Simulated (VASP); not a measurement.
Level of theory: PBEsol GGA, VASP's PBE PAW potentials (set 64) (plane waves; VASP).

VASP ran on this input.

**INCAR**
```
SYSTEM=Cd2SeS
PREC=Accurate; ENCUT=400; LREAL=F
LASPH=T
EDIFF=1E-7; NELM=100; ALGO=Normal
LMAXMIX=4
ISMEAR=-5
GGA=PS
ISIF=2
LWAVE=F; LCHARG=T; LORBIT=11
NEDOS=601
LEFG=T
```

POSCAR:
```
Cd2SeS
6.8743890
  0.6124474395   0.0000000000   0.0000000000
 -0.3062237197   0.5303950306   0.0000000000
  0.0000000000   0.0000000000   1.0000000455
Cd Se S
2 1 1
Cart
 -0.3062237197   0.5303950306   0.4890174303
 -0.0000003062   0.3535968639   0.0107607283
 -0.0000003062   0.3535968639   0.6267750138
  0.0000000000   0.0000000000   0.1214468844
```

### KPOINTS
```
Automatic mesh
0
Gamma
7 7 4
0 0 0
```

POTCAR, in this order: Cd Se S (PBE.64 set). Program: vasp_std.

Estimate the energy per atom (σ→0).

| Item | Value |
|---|---|
| energy per atom (σ→0) | -3.239 eV/atom |

**OSZICAR**
```
...
DAV:  10    -0.129569795823E+02    0.17024E-04   -0.14132E-03  1408   0.395E-01    0.716E-02
DAV:  11    -0.129570327403E+02   -0.53158E-04   -0.12223E-04  1456   0.891E-02    0.349E-02
DAV:  12    -0.129570659085E+02   -0.33168E-04   -0.45287E-05  1506   0.576E-02    0.154E-02
DAV:  13    -0.129570679886E+02   -0.20802E-05   -0.63185E-06  1448   0.219E-02    0.717E-03
DAV:  14    -0.129570683006E+02   -0.31199E-06   -0.16994E-06  1516   0.802E-03    0.212E-03
DAV:  15    -0.129570684523E+02   -0.15164E-06   -0.50087E-07  1312   0.599E-03    0.149E-03
DAV:  16    -0.129570684674E+02   -0.15143E-07   -0.67381E-08   976   0.300E-03
   1 F= -.12957068E+02 E0= -.12957068E+02  d E =0.000000E+00
```

The structure comes from a computed database's Cd2SeS entry (P3m1); how it stands against other phases isn't given here. It was relaxed first, which changed the volume by -6 %.
